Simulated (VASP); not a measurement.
Data:

```xyz
2
Lattice="0.0000 3.3969 3.2783 3.3882 0.0000 3.2783 3.3882 3.3969 0.0000" Properties=species:S:1:pos:R:3 pbc="T T T"
Sr     0.0000     0.0000     0.0000
Te     3.4152     3.3969     3.2783
```

Calculation: RPBE GGA, VASP's PBE PAW potentials (set 64) (plane waves; VASP). Settings: 400 eV cut-off, 6×6×6 Γ-centred mesh, Gaussian smearing of 0.050 eV, potentials Sr_sv Te.

Question: Which forces act on the atoms, in eV/Å?

Answer: 
```json
[
 {"atom": "Sr1", "Fx": "0.056", "Fy": "0.000", "Fz": "0.000"},
 {"atom": "Te2", "Fx": "-0.056", "Fy": "0.000", "Fz": "0.000"}
]
```

Question: Give the stress tensor in GPa (positive for a compressed cell).

Answer: 
```
0.96  0.00  0.00
0.00  0.78  0.00
0.00  0.00  3.38
```
The pressure is its mean diagonal, 1.71 GPa.

The compound is SrTe in the rock salt structure. The cell was not relaxed at this level, atoms are displaced from their ideal sites. The run is one of a series of settings (GGA = RP against the base run), some of them coarse on purpose.
